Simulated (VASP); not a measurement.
Calculation: PBEsol GGA, VASP's PBE PAW potentials (set 64) (plane waves; VASP).

The input files of a VASP run:

POSCAR:
```
CsCl
4.0729760
  1.0000000644   0.0000000000   0.0000000000
  0.0000000000   1.0000000644   0.0000000000
  0.0000000000   0.0000000000   1.0000000644
Cs Cl
1 1
Cartesian
  0.0000000000   0.0000000000   0.0000000000
  0.5000000322   0.5000000322   0.5000000322
```

**INCAR**
```
NELM  =  100
ICHARG  =  11   ! fixed density
LWAVE  =  F
GGA  =  PS   ! PBEsol
ISMEAR  =  0
LASPH  =  T
LMAXMIX  =  4   ! l cut-off of mixed one-centre charges
SYSTEM  =  CsCl
LCHARG  =  F
SIGMA  =  0.05   ! width (eV)
LORBIT  =  11
PREC  =  Accurate
EDIFF  =  1E-7
ENCUT  =  520   ! plane-wave cut-off (eV)
LREAL  =  F
ALGO  =  Normal
```

KPOINTS:
```
k-points along high-symmetry lines
15
Line-mode
Reciprocal
  0.000000   0.000000   0.000000 ! GAMMA
  0.000000   0.500000   0.000000 ! X

  0.000000   0.500000   0.000000 ! X
  0.500000   0.500000   0.000000 ! M

  0.500000   0.500000   0.000000 ! M
  0.000000   0.000000   0.000000 ! GAMMA

  0.000000   0.000000   0.000000 ! GAMMA
  0.500000   0.500000   0.500000 ! R

  0.500000   0.500000   0.500000 ! R
  0.000000   0.500000   0.000000 ! X

  0.500000   0.500000   0.500000 ! R
  0.500000   0.500000   0.000000 ! M
```

POTCAR, in this order: Cs_sv Cl (PBE.64 set). Program: vasp_std. Read from the step before: CHGCAR.

Problem. What will the output report for the number of irreducible k-points (NKPTS), largest plane-wave count, number of space-group operations, FFT grid (NGX, NGY, NGZ)?

Solution. 
The number of irreducible k-points (NKPTS) is 90. The largest plane-wave count is 1856 and the number of space-group operations comes out as 48. The FFT grid (NGX, NGY, NGZ) comes out as 30 × 30 × 30.

The compound is CsCl in the CsCl type structure. It was relaxed first.
